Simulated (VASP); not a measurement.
Input:

```xyz
12
Lattice="5.3998 0.0000 0.0000 0.0000 4.0002 0.0000 0.0000 0.0000 7.5728" Properties=species:S:1:pos:R:3 pbc="T T T"
Rh     2.8636     1.0000     6.0029
Rh     0.1637     1.0000     5.3563
Rh     2.5362     3.0001     1.5699
Rh     5.2361     3.0001     2.2165
Rh     0.8906     1.0000     0.5222
Rh     3.5905     1.0000     3.2642
Rh     4.5092     3.0001     7.0506
Rh     1.8093     3.0001     4.3085
Ge     3.8318     1.0000     0.7868
Ge     1.1319     1.0000     2.9996
Ge     1.5680     3.0001     6.7860
Ge     4.2678     3.0001     4.5732
```

Calculation: PBEsol GGA, VASP's PBE PAW potentials (set 64) (plane waves; VASP 6.6.1). Numerical set-up: 400 eV cut-off, 7×9×5 Γ-centred mesh, tetrahedra with Blöchl corrections, potentials Rh_pv Ge_d.

For a metal the tetrahedron method with Blöchl corrections gives inexact stress and forces.

### Question
Give the force on each atom (eV/Å).

### Answer

```csv
atom,Fx,Fy,Fz
Rh1,0.009,0.000,-0.011
Rh2,0.009,0.000,0.011
Rh3,-0.009,0.000,0.011
Rh4,-0.009,0.000,-0.011
Rh5,-0.055,0.000,0.029
Rh6,-0.055,0.000,-0.029
Rh7,0.055,0.000,-0.029
Rh8,0.055,0.000,0.029
Ge9,-0.006,0.000,0.016
Ge10,-0.006,0.000,-0.016
Ge11,0.006,0.000,-0.016
Ge12,0.006,0.000,0.016
```

### Question
Give the stress tensor in GPa (positive for a compressed cell).

### Answer

```
0.18  0.00  0.00
0.00  0.06  0.00
0.00  0.00  0.15
```
The pressure is its mean diagonal, 0.13 GPa.

The structure was generated: GeRh2 was put into the Co2Si type (Pnma), which need not be its known phase. It was relaxed first.
